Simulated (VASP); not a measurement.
Given:

```
BaHfO3
1.0
    4.20065     0.00000     0.00000
    0.00000     4.20065     0.00000
    0.00000     0.00000     4.20065
Ba Hf O
1 1 3
Direct
  0.00000   0.00000   0.00000
  0.50000   0.50000   0.50000
  0.50000   0.00000   0.50000
  0.00000   0.50000   0.50000
  0.50000   0.50000   0.00000
```

These are HSE06 screened hybrid, VASP's PBE PAW potentials (set 64) (plane waves; VASP) values and carry that method's errors. Run with 500 eV cut-off, 4×4×4 Γ-centred mesh, Gaussian smearing of 0.050 eV, potentials Ba_sv Hf_pv O.

Unless said otherwise, spin-orbit coupling is left out, though it shifts the bands of the heavy elements here.

**Question.** What does the run give for the energy per atom (σ→0), pressure, band gap (over the mesh, the named points and PBE's band edges) with the smallest direct gap where there is one?

**Answer.** 
```yaml
band gap (over the mesh, the named points and PBE's band edges): 5.03 eV
smallest direct gap (over the mesh, the named points and PBE's band edges): 5.30 eV
energy per atom (σ→0): -10.351 eV/atom
pressure: -4.27 GPa
```

Only differences to runs with the same potentials and settings are physical.

The compound is BaHfO3 in the cubic perovskite structure. It was relaxed first.
